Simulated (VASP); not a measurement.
```yaml
crystal:
  lattice:
    - [3.52200, 0.00000, 0.00000]
    - [0.00000, 3.52200, 0.00000]
    - [0.00000, 0.00000, 3.52200]
  atoms:
    - { symbol: Ho, position: [0.50000, 0.50000, 0.50000] }
    - { symbol: Au, position: [0.00000, 0.00000, 0.00000] }
```

Computed with PBEsol GGA, VASP's PBE PAW potentials (set 64) (plane waves; VASP 6.6.1). Settings: 400 eV cut-off, 9×9×9 Γ-centred mesh, first-order Methfessel-Paxton smearing of 0.10 eV, potentials Ho_3 Au.

The 4f electrons are frozen in the core of the lanthanide potential, so 4f levels, which can set the real gap, and their magnetism are missing. Unless said otherwise, spin-orbit coupling is left out, though it shifts the bands of the heavy elements here.

### Question
Estimate the energy per atom (σ→0), band gap (on the k-mesh) with the smallest direct gap where there is one.

### Answer

- band gap (on the k-mesh) = none (metal, semimetal or under 0.01 eV)
- energy per atom (σ→0) = -5318 meV/atom

Only differences to runs with the same potentials and settings are physical.

The structure comes from a computed database's HoAu entry (Pm-3m); how it stands against other phases isn't given here. It was relaxed first. The start is the result of an earlier pass.
